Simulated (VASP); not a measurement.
Output of a VASP run:

**OSZICAR**
```
...
DAV:   3    -0.396021657596E+02    0.24958E-02   -0.21137E-02  2776   0.101E+00    0.130E-01
DAV:   4    -0.396020603470E+02    0.10541E-03   -0.34906E-03  2904   0.434E-01    0.103E-01
DAV:   5    -0.396021225039E+02   -0.62157E-04   -0.33676E-04  2688   0.171E-01    0.564E-02
DAV:   6    -0.396022270071E+02   -0.10450E-03   -0.21894E-04  3104   0.784E-02    0.377E-02
DAV:   7    -0.396022616963E+02   -0.34689E-04   -0.46081E-05  2536   0.501E-02    0.940E-03
DAV:   8    -0.396022660979E+02   -0.44015E-05   -0.11015E-05  2720   0.182E-02    0.366E-03
DAV:   9    -0.396022664676E+02   -0.36973E-06   -0.57729E-07  1104   0.705E-03
   9 F= -.32223443E+02 E0= -.32223443E+02  d E =-.444702E-03
       N       E                     dE             d eps       ncg     rms          rms(c)
DAV:   1    -0.396280844230E+02   -0.25818E-01   -0.34657E-01  2256   0.775E+00    0.464E-01
DAV:   2    -0.396278640451E+02    0.22038E-03   -0.31737E-02  2008   0.145E+00    0.190E-01
DAV:   3    -0.396274115105E+02    0.45253E-03   -0.40326E-03  2792   0.435E-01    0.596E-02
DAV:   4    -0.396273799522E+02    0.31558E-04   -0.67214E-04  2840   0.195E-01    0.436E-02
DAV:   5    -0.396273889135E+02   -0.89613E-05   -0.64153E-05  2672   0.731E-02    0.242E-02
DAV:   6    -0.396274036804E+02   -0.14767E-04   -0.41918E-05  3048   0.342E-02    0.160E-02
DAV:   7    -0.396274070199E+02   -0.33394E-05   -0.84283E-06  2480   0.214E-02    0.352E-03
DAV:   8    -0.396274069213E+02    0.98547E-07   -0.16697E-06  1712   0.737E-03
  10 F= -.32224048E+02 E0= -.32224048E+02  d E =-.104941E-02
       N       E                     dE             d eps       ncg     rms          rms(c)
DAV:   1    -0.396290391070E+02   -0.16321E-02   -0.67078E-01  2272   0.113E+01    0.283E-01
DAV:   2    -0.396337562128E+02   -0.47171E-02   -0.58639E-02  2000   0.175E+00    0.165E-01
DAV:   3    -0.396334971886E+02    0.25902E-03   -0.20233E-03  2680   0.331E-01    0.791E-02
DAV:   4    -0.396333945401E+02    0.10265E-03   -0.27710E-04  2496   0.151E-01    0.191E-02
DAV:   5    -0.396333945147E+02    0.25410E-07   -0.46469E-05  2528   0.569E-02    0.133E-02
DAV:   6    -0.396333937292E+02    0.78547E-06   -0.42806E-06  2184   0.219E-02
  11 F= -.32225126E+02 E0= -.32225126E+02  d E =-.107801E-02
       N       E                     dE             d eps       ncg     rms          rms(c)
DAV:   1    -0.396347558174E+02   -0.13613E-02   -0.11807E-01  2272   0.473E+00    0.118E-01
DAV:   2    -0.396355881369E+02   -0.83232E-03   -0.10305E-02  2000   0.731E-01    0.675E-02
DAV:   3    -0.396355427648E+02    0.45372E-04   -0.34525E-04  2656   0.138E-01    0.327E-02
DAV:   4    -0.396355248835E+02    0.17881E-04   -0.47902E-05  2464   0.633E-02    0.770E-03
DAV:   5    -0.396355248762E+02    0.73233E-08   -0.79711E-06  2480   0.235E-02
  12 F= -.32225206E+02 E0= -.32225206E+02  d E =-.115791E-02
       N       E                     dE             d eps       ncg     rms          rms(c)
DAV:   1    -0.396391891334E+02   -0.36642E-02   -0.85575E-02  2272   0.417E+00    0.103E-01
DAV:   2    -0.396399231344E+02   -0.73400E-03   -0.87477E-03  1992   0.636E-01    0.541E-02
DAV:   3    -0.396399074692E+02    0.15665E-04   -0.35481E-04  2720   0.138E-01    0.259E-02
DAV:   4    -0.396399011471E+02    0.63221E-05   -0.43909E-05  3072   0.568E-02    0.112E-02
DAV:   5    -0.396399009605E+02    0.18660E-06   -0.69089E-06  2608   0.240E-02
  13 F= -.32225366E+02 E0= -.32225366E+02  d E =-.160418E-03
```

### OUTCAR
```
------------------------ aborting loop because EDIFF is reached ----------------------------------------
  FORCE on cell =-STRESS in cart. coord.  units (eV):
  Direction    XX          YY          ZZ          XY          YZ          ZX
  --------------------------------------------------------------------------------------
  Total        7.4043816      7.4043816      7.3169511      0.0000000      0.0000000      0.0000000
  in kB      199.7261225    199.7261225    197.3677680      0.0000000      0.0000000      0.0000000
  external PRESSURE =      -1.0599957 kB  Pullay stress =     200.0000000 kB
  volume of cell :       59.40
      direct lattice vectors                 reciprocal lattice vectors
     3.900290689  0.000000000  0.000000000     0.256391146  0.000000000  0.000000000
     0.000000000  3.900290689  0.000000000     0.000000000  0.256391146  0.000000000
     0.000000000 -0.000000000  3.904546057     0.000000000 -0.000000000  0.256111718
 POSITION                                       TOTAL-FORCE (eV/Angst)
 -----------------------------------------------------------------------------------
      0.00000      3.90029      3.87994         0.000000     -0.000000      0.003979
      1.95015      1.95015      1.93981         0.000000      0.000000     -0.019716
      1.95015      1.95015      3.86826         0.000000     -0.000000      0.019181
      0.00000      1.95015      1.91867         0.000000      0.000000     -0.001722
      1.95015     -0.00000      1.91867         0.000000      0.000000     -0.001722
 -----------------------------------------------------------------------------------
    total drift:                                0.000000     -0.000000     -0.001085
  FREE ENERGIE OF THE ION-ELECTRON SYSTEM (eV)
  ---------------------------------------------------
  free  energy   TOTEN  =       -39.6399009605 eV

  energy  without entropy=      -39.6399009605  energy(sigma->0) =      -39.63990096
  enthalpy is  TOTEN    =       -32.2253660271 eV   P V=        7.4145349334

 reached required accuracy - stopping structural energy minimisation
```
(Selected blocks of OUTCAR.)

File POSCAR:
```
BaTiO3
1
    3.9541747265     0.0000000000     0.0000000000
    0.0000000000     3.9541747265    -0.0000000000
    0.0000000000     0.0000000000     3.9879527677
Ba Ti O
1 1 3
Direct
  0.0000000000   0.0000000000   0.0000702481
  0.5000000000   0.5000000000   0.5140484373
  0.5000000000   0.5000000000   0.9795934844
  1.0000000000   0.5000000000   0.4851439151
  0.5000000000   0.0000000000   0.4851439151
```

Reconstruct the remaining input files.

One answer among several that fit: the input of the run itself, PBE GGA, plane waves, VASP's PBE PAW potentials (set 64).

**KPOINTS**
```
K-points
0
Gamma
6 6 6
0 0 0
```

INCAR:
```
# general
SYSTEM  = BaTiO3
PREC    = Accurate
ENCUT   = 620
LREAL   = .False.
LASPH   = .True.

# electronic loop
EDIFF   = 1E-6
NELM    = 100
ALGO    = Normal
LMAXMIX = 4

# smearing
ISMEAR  = 0
SIGMA   = 0.05

# functional
GGA     = PE

# ions
IBRION  = 2
NSW     = 40
ISIF    = 3
EDIFFG  = -0.02
PSTRESS = 200

# output
LWAVE   = .False.
LCHARG  = .False.
```

POTCAR, in this order: Ba_sv Ti_sv O (PBE.64 set). Program: vasp_std.

Energy and stress use the plane-wave basis of the starting cell.

The compound is BaTiO3 in the tetragonal perovskite structure. This run relaxes it under an external pressure of 20 GPa. Symmetry was kept, so distortions that lower it aren't found.
